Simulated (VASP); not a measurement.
Input:

```yaml
crystal:
  lattice:
    - [0.00000, 3.29105, 3.29105]
    - [3.29105, 0.00000, 3.29105]
    - [3.29105, 3.29105, 0.00000]
  atoms:
    - { symbol: Na, position: [0.25000, 0.25000, 0.25000] }
    - { symbol: Na, position: [0.75000, 0.75000, 0.75000] }
    - { symbol: S, position: [0.00000, 0.00000, 0.00000] }
```

Method: vdW-DF2, VASP's PBE PAW potentials (set 64) (plane waves; VASP). Settings: 520 eV cut-off, 7×7×7 Γ-centred mesh, tetrahedra with Blöchl corrections, potentials Na_pv S.

### Question
What does the run give for the energy per atom (σ→0), band gap (on the k-mesh) with the smallest direct gap where there is one?

### Answer

The band gap (on the k-mesh) comes out as 2.33 eV and the smallest direct gap (on the k-mesh) is 2.33 eV. The energy per atom (σ→0) is -1.551 eV/atom.

The compound is Na2S in the antifluorite structure. It was relaxed first.
